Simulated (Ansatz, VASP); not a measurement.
**RbAsPd3 in VASP and in Ansatz**

File INCAR:

```
ALGO = Normal
EDIFF = 1E-6
ENCUT = 520
GGA = PE
ISIF = 2
ISMEAR = 0
LASPH = True
LCHARG = False
LREAL = False
LWAVE = False
NBANDS = 30
NELM = 60
PREC = Accurate
SIGMA = 0.1
```

KPOINTS

```
k-points
0
Gamma
  4 4 4
```

The input POSCAR:

```
RbAsPd3
1.0
    4.6494803800      0.0000000000      0.0000000000
    0.0000000000      4.6494803800      0.0000000000
    0.0000000000      0.0000000000      4.6494803800
Rb As Pd
1 1 3
Direct
    0.0000000000      0.0000000000      0.0000000000
    0.5000000000      0.5000000000      0.5000000000
    0.0000000000      0.5000000000      0.5000000000
    0.5000000000      0.0000000000      0.5000000000
    0.5000000000      0.5000000000      0.0000000000
```

Input for Ansatz:

```yaml
crystal:
  lattice:
    - [4.64948038, 0.0, 0.0]
    - [0.0, 4.64948038, 0.0]
    - [0.0, 0.0, 4.64948038]
  atoms:
    - { symbol: Rb, position: [0.0, 0.0, 0.0] }
    - { symbol: As, position: [0.5, 0.5, 0.5] }
    - { symbol: Pd, position: [0.0, 0.5, 0.5] }
    - { symbol: Pd, position: [0.5, 0.0, 0.5] }
    - { symbol: Pd, position: [0.5, 0.5, 0.0] }
basis:
  ecutwfc: 420
kpoints:
  mp_grid: { grid: [4, 4, 4] }
hamiltonian:
  xc: pbe
scf:
  occupations: { method: gaussian, width: 0.1 }
  lower_state_search: "off"
output:
  forces: true
  stress: true
  eigenvalues: true
```

Change from the starting cell: species swapped into the TbBPd3 type (Pm-3m, No. 221).

Alike in both runs: task single point; functional PBE; k mesh 4 × 4 × 4; occupations gaussian, width 0.1 eV; no spin polarisation.

|  | VASP | Ansatz |
| --- | --- | --- |
| version | VASP 6.6.1 | Ansatz 0.2.0 |
| potentials or method | VASP PAW PBE potentials, release 64 (Rb_sv, As, Pd) | scalar-relativistic, plane waves, PAW |
| plane-wave cutoff (eV) | 520 | 420 |
| valence electrons in the cell | 44 | 78 |

Ansatz gave:

```
gap on the k mesh at the Fermi level (eV) : none
pressure (GPa)                            : 12.6
```

Which values does VASP return?

gap on the k mesh at the Fermi level (eV): none; pressure (GPa): 12.8.

A gap of «none» marks a metal or a gap that the smearing closes. The functional is the same, so the differences come from potentials, cutoffs and numerics. The two sets of potentials don't hold the same shells in valence.
